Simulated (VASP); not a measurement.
OSZICAR of a VASP run on La (dhcp):

### OSZICAR
```
       N       E                     dE             d eps       ncg     rms          rms(c)
DAV:   1     0.544229774904E+03    0.54423E+03   -0.12945E+04  1256   0.186E+03
DAV:   2     0.102013554291E+03   -0.44222E+03   -0.43781E+03  1912   0.439E+02
DAV:   3    -0.779854628409E+00   -0.10279E+03   -0.10200E+03  2232   0.261E+02
DAV:   4    -0.135201151317E+02   -0.12740E+02   -0.12476E+02  2312   0.889E+01
DAV:   5    -0.153564026674E+02   -0.18363E+01   -0.17809E+01  2464   0.315E+01    0.490E+00
DAV:   6    -0.155838944160E+02   -0.22749E+00   -0.23439E+00  2440   0.111E+01    0.259E+00
DAV:   7    -0.156028714101E+02   -0.18977E-01   -0.35858E-01  2312   0.402E+00    0.521E-01
DAV:   8    -0.156116049748E+02   -0.87336E-02   -0.53793E-02  2488   0.145E+00    0.234E-01
DAV:   9    -0.156150471699E+02   -0.34422E-02   -0.14092E-02  2216   0.643E-01    0.135E-01
DAV:  10    -0.156161126787E+02   -0.10655E-02   -0.50998E-03  2336   0.421E-01    0.544E-02
DAV:  11    -0.156161914949E+02   -0.78816E-04   -0.70859E-04  2424   0.140E-01    0.448E-02
DAV:  12    -0.156162240478E+02   -0.32553E-04   -0.17644E-04  1992   0.651E-02    0.269E-02
DAV:  13    -0.156162302730E+02   -0.62252E-05   -0.84667E-05  1968   0.598E-02    0.251E-03
DAV:  14    -0.156162299161E+02    0.35689E-06   -0.11149E-05  1456   0.278E-02    0.200E-03
DAV:  15    -0.156162292395E+02    0.67657E-06   -0.30463E-06  1264   0.170E-02
   1 F= -.15616229E+02 E0= -.15610151E+02  d E =-.121557E-01
```

**Question.** Which electronic solver shows in the log?

**Answer.** It is blocked Davidson (ALGO = Normal, or the opening steps of other solvers). The INCAR had ALGO = Normal.

**Question.** Can the final energy be trusted as converged?

**Answer.** The run converged. It stopped with EDIFF = 1E-6, NELM = 100 (PBE GGA, plane waves, VASP's PBE PAW potentials (set 64)). The cell is charged, with a uniform compensating background.

The compound is La in the dhcp structure. The cell was not relaxed at this level. The run is one of a series of settings (ISMEAR = 0, NELECT = 44.5, SIGMA = 0.05 against the base run), some of them coarse on purpose.
